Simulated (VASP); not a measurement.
Wanted: the native input for a VASP 6.6.1 run.

```yaml
Task: single point
Functional: PBE
Potentials_or_basis: VASP PAW PBE potentials, release 64 (W_sv, Mg)
Cutoff: 520 eV
k_mesh: 6 × 5 × 6
Occupations: fermi-dirac, width 0.05 eV
Spin: no spin polarisation
Further_INCAR_settings: ALGO = Normal; EDIFF = 1e-07; NBANDS = 24
```

The structure of MgW lies in POSCAR:

```
MgW
1.0
    4.6800000000      0.0000000000      0.0000000000
    0.0000000000      5.6600000000      0.0000000000
   -0.0283370091      0.0000000000      4.9199183950
W Mg
2 2
Direct
    0.0000000000      0.1820000000      0.2500000000
    0.0000000000      0.8180000000      0.7500000000
    0.5000000000      0.6800000000      0.2500000000
    0.5000000000      0.3200000000      0.7500000000
```

One way to write it, as run:

INCAR

```
SYSTEM = MgW
PREC = Accurate
ENCUT = 520
EDIFF = 1E-7
ISMEAR = -1
SIGMA = 0.05
LREAL = .FALSE.
LASPH = .TRUE.
NELM = 80
ALGO = Normal
ISIF = 2
LWAVE = .FALSE.
LCHARG = .FALSE.
GGA = PE
NBANDS = 24
```

KPOINTS

```
Automatic mesh
0
G
  6 5 6
  0 0 0
```

Potentials or basis: VASP PAW PBE potentials, release 64 (W_sv, Mg).

Run with:

```sh
$ cat potpaw_PBE.64/W_sv/POTCAR potpaw_PBE.64/Mg/POTCAR > POTCAR
$ mpirun -np 1 vasp_std > vasp.out
```

Results of the run:

* Pressure: -20.6 GPa
* Largest force: 2.812 eV/Å
* Band gap on the k mesh: none (metal or under the smearing width)

Caveat: so large a pressure means that the cell lies far from this level's equilibrium, or that cutoff or potentials fall short; forces of over 1 eV/Å show positions far from the minimum, so gaps and moduli don't describe the material at rest.

Run time: 2.2 min on 1 thread of Intel(R) Xeon(R) Platinum 8375C CPU @ 2.90GHz (Ice Lake), on a shared host, peak memory 0.33 GiB.
